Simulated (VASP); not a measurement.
Input:

```
CELL_PARAMETERS angstrom
      0.00000     2.92373     2.92373
      2.92373     0.00000     2.92373
      2.92373     2.92373     0.00000
ATOMIC_POSITIONS crystal
  Nb 0.75000 0.75000 0.75000
  Nb 0.50000 0.50000 0.50000
```

Level of theory: PBEsol GGA, VASP's PBE PAW potentials (set 64) (plane waves; VASP). Numerical set-up: 400 eV cut-off, 10×10×10 Γ-centred mesh, first-order Methfessel-Paxton smearing of 0.10 eV, potentials Nb_sv.

Energy and stress use the plane-wave basis of the starting cell.

### Question
The ions, cell shape and volume are relaxed. Predict the relaxed structure.

### Answer

```
CELL_PARAMETERS angstrom
      0.00000     2.89938     2.89938
      2.89938     0.00000     2.89938
      2.89938     2.89938     0.00000
ATOMIC_POSITIONS crystal
  Nb 0.75000 0.75000 0.75000
  Nb 0.50000 0.50000 0.50000
```
Space group Fd-3m (227), at a tolerance of 0.03 Å.

### Question
How do energy and volume change from the first to the last step?

### Answer
The energy (σ→0) changes by -3.4 meV/atom and the volume by -2.5 %, in 3 ionic steps.

```json
[
 {"step": "1", "E(σ→0) (eV)": "-16.5677", "max force (eV/Å)": "0.000", "pressure (GPa)": "-1.86", "volume (Å³)": "49.99"},
 {"step": "2", "E(σ→0) (eV)": "-16.5711", "max force (eV/Å)": "0.000", "pressure (GPa)": "1.27", "volume (Å³)": "47.92"},
 {"step": "3", "E(σ→0) (eV)": "-16.5746", "max force (eV/Å)": "0.000", "pressure (GPa)": "0.00", "volume (Å³)": "48.75"}
]
```

The structure was generated: Nb was put into the diamond type (Fd-3m), which need not be its known phase. This run relaxes it. Symmetry was kept, so distortions that lower it aren't found.
